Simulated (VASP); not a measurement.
# PtSe2 (Sudovikovite): Pt into a neighbouring Pt vacancy, part 3 of 4

Aim: the barrier for one hop in PtSe2 (Sudovikovite): Pt into a neighbouring Pt vacancy. The start is a cell from a database of measured crystal structures.

VASP 6.6.1; PBEsol; plane waves and PAW (Pt, Se).

So far. Step 2 (Relax the host): The run ended after 11 ionic steps, 0.024 eV below its first step, once forces and stress met EDIFFG = -0.02. Step 3 (Relax the start): The run ended after 11 ionic steps, 0.481 eV below its first step, once the forces on the free atoms met EDIFFG = -0.05.

The database entry behind the starting cell has ideal inner coordinates that were not refined, so it need not match the best structure at ambient conditions.

## 4. Relax the end

The end state is relaxed in the same way, so that both ends share their errors.

INCAR

```
SYSTEM = Pt7Se16
PREC = Normal
ENCUT = 280
EDIFF = 1E-05
NELM = 120
ISMEAR = 1
SIGMA = 0.15
LREAL = Auto
ALGO = Fast
GGA = PS
NBANDS = 106
LASPH = .TRUE.
LORBIT = 11
LWAVE = .FALSE.
LCHARG = .FALSE.
NCORE = 3
IBRION = 2
NSW = 60
ISIF = 2
EDIFFG = -0.05
POTIM = 0.4
MAXMIX = 40
ISYM = 0
```

POSCAR

```
Pt7Se16
1.0
    7.5082780074      0.0000000000      0.0000000000
   -3.7541390036      6.5023594930      0.0000000000
    0.0000000000      0.0000000000      9.7320922396
Pt Se
7 16
Direct
    0.0025610090      0.0037667772      0.4993885655
   -0.0010029101      0.0023137565      0.0005208469
    0.0018554792      0.4989381833      0.4969547796
    0.4990213208     -0.0013712812      0.0015933343
    0.4980076966     -0.0050161768      0.4975438723
    0.5033995852      0.5020908257     -0.0013157363
    0.5006824553      0.5013704981      0.5009625974
    0.3360618532      0.1674555668      0.3688198853
    0.3342674632      0.1699139272      0.8643891301
    0.3330147444      0.6667681685      0.3660855902
    0.3332182506      0.6646634522      0.8707871357
    0.8340278833      0.1687248525      0.3715195554
    0.8330065786      0.1639731178      0.8659027525
    0.8378327126      0.6663243533      0.3675997230
    0.8334232226      0.6660779224      0.8707659635
    0.1667781875      0.3333756245      0.1295167354
    0.1663274806      0.3301533594      0.6323536776
    0.1683812000      0.8286436941      0.1259169965
    0.1722282835      0.8411701742      0.6289282799
    0.6642409323      0.3351448879      0.1292575067
    0.6647833821      0.3322625914      0.6320785315
    0.6660144088      0.8341880473      0.1306224513
    0.6639248318      0.8323496097      0.6290321120
```

KPOINTS

```
Automatic mesh
0
Gamma
3 3 2
0 0 0
```

PAW data sets: Pt and Se (PBE family, release 64).

The run is started by

```console
$ mpirun -np 3 vasp_std
```

Output:

```text
[... set-up lines as in an earlier step ...]
 entering main loop
       N       E                     dE             d eps       ncg     rms          rms(c)
DAV:   1     0.665389654674E+03    0.66539E+03   -0.51556E+04  2128   0.845E+02
DAV:   2    -0.742081145126E+02   -0.73960E+03   -0.70786E+03  2578   0.205E+02
DAV:   3    -0.122787130856E+03   -0.48579E+02   -0.47154E+02  2360   0.520E+01
DAV:   4    -0.123748492820E+03   -0.96136E+00   -0.95419E+00  2464   0.758E+00
DAV:   5    -0.123776205981E+03   -0.27713E-01   -0.27656E-01  2504   0.112E+00    0.336E+01
RMM:   6    -0.119667126852E+03    0.41091E+01   -0.37737E+01  2120   0.148E+01    0.223E+01
RMM:   7    -0.117491894800E+03    0.21752E+01   -0.53504E+00  2120   0.627E+00    0.998E+00
RMM:   8    -0.117329344858E+03    0.16255E+00   -0.58769E-01  2120   0.170E+00    0.255E+00
RMM:   9    -0.117267243598E+03    0.62101E-01   -0.11918E-01  2124   0.911E-01    0.777E-01
RMM:  10    -0.117260672613E+03    0.65710E-02   -0.39282E-02  2145   0.457E-01    0.298E-01
RMM:  11    -0.117260893740E+03   -0.22113E-03   -0.83238E-03  2174   0.194E-01    0.169E-01
RMM:  12    -0.117261050255E+03   -0.15651E-03   -0.21841E-03  2169   0.104E-01    0.551E-02
RMM:  13    -0.117261105814E+03   -0.55559E-04   -0.54273E-04  2289   0.471E-02    0.293E-02
RMM:  14    -0.117261108898E+03   -0.30835E-05   -0.94796E-05  1942   0.201E-02
   1 F= -.11726111E+03 E0= -.11725948E+03  d E =-.117261E+03
 curvature:   0.00 expect dE= 0.000E+00 dE for cont linesearch  0.000E+00
 trial: gam= 0.00000 g(F)=  0.243E+00 g(S)=  0.000E+00 ort = 0.000E+00 (trialstep = 0.100E+01)
 search vector abs. value=  0.243E+00
 bond charge predicted
       N       E                     dE             d eps       ncg     rms          rms(c)
DAV:   1    -0.117394108146E+03   -0.13300E+00   -0.21342E+01  2240   0.108E+01    0.141E+00
RMM:   2    -0.117439187217E+03   -0.45079E-01   -0.50174E-01  2120   0.196E+00    0.477E-01
RMM:   3    -0.117445368861E+03   -0.61816E-02   -0.66391E-02  2152   0.771E-01    0.350E-01
RMM:   4    -0.117445869604E+03   -0.50074E-03   -0.12167E-02  2160   0.313E-01    0.271E-01
RMM:   5    -0.117445493699E+03    0.37590E-03   -0.40489E-03  2122   0.184E-01    0.586E-02
RMM:   6    -0.117445513004E+03   -0.19304E-04   -0.77409E-04  2211   0.764E-02    0.246E-02
RMM:   7    -0.117445515799E+03   -0.27952E-05   -0.23851E-04  2213   0.371E-02    0.126E-02
RMM:   8    -0.117445521036E+03   -0.52373E-05   -0.56697E-05  1816   0.178E-02
   2 F= -.11744552E+03 E0= -.11744604E+03  d E =-.184412E+00
[... from here on, the cycles between the ionic steps are left out ...]
   3 F= -.11751034E+03 E0= -.11751222E+03  d E =-.249234E+00
   4 F= -.11759367E+03 E0= -.11759542E+03  d E =-.833314E-01
   5 F= -.11767556E+03 E0= -.11767543E+03  d E =-.165219E+00
   6 F= -.11772432E+03 E0= -.11772236E+03  d E =-.487544E-01
   7 F= -.11773284E+03 E0= -.11772965E+03  d E =-.572827E-01
   8 F= -.11774908E+03 E0= -.11774552E+03  d E =-.162334E-01
   9 F= -.11774991E+03 E0= -.11774624E+03  d E =-.170694E-01
  10 F= -.11775483E+03 E0= -.11775110E+03  d E =-.492071E-02
  11 F= -.11775468E+03 E0= -.11775090E+03  d E =-.476258E-02
 curvature:  -1.58 expect dE=-0.155E-02 dE for cont linesearch -0.122E-05
 trial: gam= 0.20472 g(F)=  0.980E-03 g(S)=  0.000E+00 ort =-0.706E-04 (trialstep = 0.210E+01)
 search vector abs. value=  0.122E-02
 bond charge predicted
       N       E                     dE             d eps       ncg     rms          rms(c)
DAV:   1    -0.117755130092E+03   -0.45428E-03   -0.23844E-01  2164   0.117E+00    0.175E-01
RMM:   2    -0.117756005362E+03   -0.87527E-03   -0.82462E-03  2120   0.231E-01    0.987E-02
RMM:   3    -0.117755954039E+03    0.51323E-04   -0.11583E-03  2137   0.917E-02    0.396E-02
RMM:   4    -0.117755963147E+03   -0.91079E-05   -0.24951E-04  2176   0.417E-02    0.239E-02
RMM:   5    -0.117755973349E+03   -0.10202E-04   -0.78764E-05  2079   0.233E-02    0.202E-02
RMM:   6    -0.117755965379E+03    0.79703E-05   -0.27865E-05  1388   0.132E-02
  12 F= -.11775597E+03 E0= -.11775222E+03  d E =-.128851E-02
 trial-energy change:   -0.001289  1 .order   -0.001261   -0.002031   -0.000491
 step:   2.7737(harm=  2.7737)  dis= 0.00639  next Energy=  -117.756016 (dE=-0.134E-02)
 reached required accuracy - stopping structural energy minimisation
```

Wall time 2.6 min (3 MPI ranks of Intel Xeon 6975P-C (Granite Rapids), shared host); peak memory 0.51 GiB; 7.7 min of CPU time.

Parts of OUTCAR (step 4):

```text
 Found     10 irreducible k-points:

   NELECT =     166.0000    total number of electrons

 E-fermi :   5.7221

 k-point     1 :       0.0000    0.0000    0.0000
  band No.  band energies     occupation
    ...
     80       4.9968      2.00000
     81       5.0357      2.00000
     82       5.3717      2.00467
     83       5.4947      2.05384
     84       5.5192      2.06670
     85       6.5522     -0.00000
     86       6.6174     -0.00000
     87       6.6182     -0.00000
     88       6.8998     -0.00000
     89       6.9281     -0.00000
    ...

 k-point     2 :       0.3333    0.0000    0.0000
  band No.  band energies     occupation
    ...
     79       4.8816      2.00000
     80       5.0578      2.00000
     81       5.1290      2.00000
     82       5.3170      2.00090
     83       5.6082      1.95789
     84       5.8106      0.16916
     85       6.1225     -0.00105
     86       6.5239     -0.00000
     87       6.5842     -0.00000
     88       6.9461     -0.00000
    ...

  Total       -4.1925541     -4.3107272     -6.0526265      0.0297760      0.0474618      0.0492199
  in kB      -14.1374706    -14.5359555    -20.4097140      0.1004060      0.1600432      0.1659717
  external PRESSURE =     -16.3610467 kB  Pullay stress =       0.0000000 kB

 POSITION                                       TOTAL-FORCE (eV/Angst)
 -----------------------------------------------------------------------------------
      0.00391      0.00176      4.85982         0.002376      0.009442      0.001159
      0.00138      0.00109      9.72243         0.007896     -0.001646      0.000815
     -1.87170      3.25583      4.85843         0.000792     -0.016479     -0.000253
      3.75592      0.00071      9.72306        -0.003159     -0.012414     -0.011137
      3.75966      0.00301      4.85920        -0.006371      0.004553      0.004163
      1.87962      3.25168      9.72547        -0.003395     -0.009557      0.002600
      1.88207      3.25314      4.85712         0.002715      0.005648     -0.001309
      1.88445      1.08905      3.34091        -0.001431     -0.000072      0.012124
      1.87828      1.08463      8.44452         0.003710     -0.001303      0.035060
      0.02846      4.35299      3.61831        -0.005284     -0.002010     -0.004207
      0.10255      4.39121      8.38963        -0.007215      0.004597     -0.009251
      5.63702      1.05792      3.62272         0.003451      0.003177     -0.018643
      5.63241      0.98043      8.39235         0.004950      0.013076      0.001323
      3.73654      4.35387      3.61951        -0.007393     -0.001402     -0.008731
      3.66607      4.38775      8.39579         0.001361     -0.006234     -0.012794
      0.09440      2.11280      1.32154        -0.002176      0.009831      0.003283
      0.02886      2.15565      6.09436        -0.005431     -0.001359      0.007777
     -1.87521      5.50966      1.30840        -0.003348      0.009711      0.019325
     -1.87262      5.45136      6.09441        -0.001188     -0.005466      0.010781
      3.65084      2.10551      1.32973         0.016009      0.011777      0.002501
      3.73552      2.15815      6.09509         0.007196     -0.009282      0.010824
      1.87959      5.42137      1.26718         0.002403     -0.003116     -0.020177
      1.87863      5.41417      6.37505        -0.006467     -0.001472     -0.025230
 -----------------------------------------------------------------------------------
    total drift:                                0.001341      0.006431      0.163781

  FREE ENERGIE OF THE ION-ELECTRON SYSTEM (eV)
  ---------------------------------------------------
  free  energy   TOTEN  =      -117.7559653791 eV

  energy  without entropy=     -117.7447173655  energy(sigma->0) =     -117.75221604

 total charge
# of ion       s       p       d       tot
------------------------------------------
    1        0.676   0.641   8.055   9.372
    2        0.675   0.708   7.998   9.381
    3        0.678   0.670   8.018   9.366
    4        0.675   0.709   7.997   9.381
    5        0.675   0.642   8.053   9.370
    6        0.675   0.709   7.997   9.381
    7        0.674   0.643   8.052   9.369
    8        1.521   2.055   0.078   3.655
    9        1.490   2.190   0.072   3.751
   10        1.485   2.211   0.075   3.770
   11        1.495   2.184   0.054   3.733
   12        1.484   2.212   0.075   3.772
   13        1.495   2.186   0.053   3.734
   14        1.485   2.212   0.075   3.771
   15        1.495   2.184   0.053   3.733
   16        1.495   2.185   0.053   3.733
   17        1.485   2.212   0.075   3.771
   18        1.495   2.185   0.053   3.733
   19        1.484   2.213   0.075   3.772
   20        1.495   2.185   0.054   3.734
   21        1.485   2.211   0.075   3.771
   22        1.489   2.191   0.072   3.752
   23        1.521   2.055   0.079   3.655
--------------------------------------------------
tot         28.627  39.590  57.243 125.460

[... 6 parts as in an earlier step ...]

[... 6 further parts left out ...]
```

Step by step:

```tsv
step	energy less that of the first step (eV)	largest force (eV/Å)
1	0.0000	1.1084
2	-0.1844	0.8575
3	-0.2492	0.6572
4	-0.3326	0.4228
5	-0.4145	0.3224
6	-0.4632	0.2331
7	-0.4717	0.2421
8	-0.4880	0.1140
9	-0.4888	0.1540
10	-0.4937	0.0518
11	-0.4936	0.0545
12	-0.4949	0.0353
```

The atoms that moved most (Å):

```tsv
atom	dx	dy	dz	length
Se23	0.018	0.002	0.253	0.254
Se8	-0.010	0.000	-0.248	0.249
Se18	-0.029	0.122	0.083	0.150
Se11	0.096	0.069	-0.085	0.146
Se15	-0.091	0.057	-0.079	0.133
Se20	-0.078	-0.074	0.072	0.129
Se16	0.094	-0.055	0.061	0.125
Se13	-0.006	-0.086	-0.035	0.093
```

The relaxed structure:

```cif
data_structure
_symmetry_space_group_name_H-M 'P 1'
_symmetry_Int_Tables_number 1
_cell_length_a 7.5083
_cell_length_b 7.5083
_cell_length_c 9.7321
_cell_angle_alpha 90.000
_cell_angle_beta 90.000
_cell_angle_gamma 120.000
_cell_volume 475.14
loop_
_atom_site_label
_atom_site_type_symbol
_atom_site_fract_x
_atom_site_fract_y
_atom_site_fract_z
_atom_site_occupancy
Pt1 Pt 0.00066 0.00027 0.49936 1
Pt2 Pt 0.00027 0.00017 0.99901 1
Pt3 Pt 0.00107 0.50072 0.49922 1
Pt4 Pt 0.50029 0.00011 0.99907 1
Pt5 Pt 0.50097 0.00046 0.49930 1
Pt6 Pt 0.50038 0.50008 0.99932 1
Pt7 Pt 0.50082 0.50030 0.49908 1
Se8 Se 0.33473 0.16749 0.34329 1
Se9 Se 0.33356 0.16681 0.86770 1
Se10 Se 0.33851 0.66945 0.37179 1
Se11 Se 0.35132 0.67533 0.86206 1
Se12 Se 0.83212 0.16270 0.37224 1
Se13 Se 0.82555 0.15078 0.86234 1
Se14 Se 0.83245 0.66958 0.37192 1
Se15 Se 0.82567 0.67479 0.86269 1
Se16 Se 0.17504 0.32493 0.13579 1
Se17 Se 0.16960 0.33152 0.62621 1
Se18 Se 0.17391 0.84733 0.13444 1
Se19 Se 0.16978 0.83837 0.62622 1
Se20 Se 0.64815 0.32381 0.13663 1
Se21 Se 0.66347 0.33190 0.62629 1
Se22 Se 0.66721 0.83375 0.13021 1
Se23 Se 0.66653 0.83265 0.65505 1
```

This step gave:

```yaml
electronic_cycles: 96
free_energy_toten: -117.7560 eV
energy_at_zero_smearing: -117.7522 eV
fermi_energy: 5.722 eV
```

The run ended after 12 ionic steps, 0.495 eV below its first step, once the forces on the free atoms met EDIFFG = -0.05.

(Part 3 of 4 ends here.)

[Lines on the potential files, build, host, timing and source positions are cut from VASP's logs without a mark.]

[Logs are printed without paths, hosts, clocks, repeated set-up lines and the standing remarks that a program may print on its own settings, such as how far it seeks lower states.]

[Hosts, paths, dates, database ids (printed as entryN), source tags and the programs' standing remarks are cut or masked in the printed files.]

[Runs that stopped without an error message from VASP are left out.]
